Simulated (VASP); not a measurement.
MnS:

```
CELL_PARAMETERS angstrom
0.00000 2.61225 2.61225
2.61225 0.00000 2.61225
2.61225 2.61225 0.00000
ATOMIC_POSITIONS crystal
Mn 0.00000 0.00000 0.00000
S 0.50000 0.50000 0.50000
```

Base run:

* Program: VASP 6.6.1
* Functional: PBEsol
* Potentials or basis: VASP PAW PBE potentials, release 64 (Mn_pv, S)
* Cutoff: 520 eV
* k mesh: 6 × 6 × 6
* Occupations: gaussian, width 0.05 eV
* Spin: collinear spin, random start
* Starting moments: [-3.49, 0.0] μB
* Hubbard terms: Mn d U = 4 eV

Its results: band gap on the k mesh 0.52 eV, indirect (least direct gap 2.70 eV); pressure -0.2 GPa; net moment -5.00 μB per cell; site moments Mn -4.59; S -0.08 μB.

**Question.** The run is repeated on the same cell with these changes: hubbard terms from Mn d U = 4 eV to Mn d U = 2 eV; moments at the start from [-3.49, 0.0] to [4.78, 0.0]. What comes out?

**Answer.** Band gap on the k mesh none (metal or under the smearing width); pressure -2.5 GPa; net moment 4.96 μB per cell; site moments Mn +4.49; S +0.11 μB.

Caveats: the PAW data sets were made with another functional, which shifts forces and pressure a little; a cell with one magnetic atom can't hold antiferromagnetic order, which such compounds often take.

A k mesh can miss the band edges.
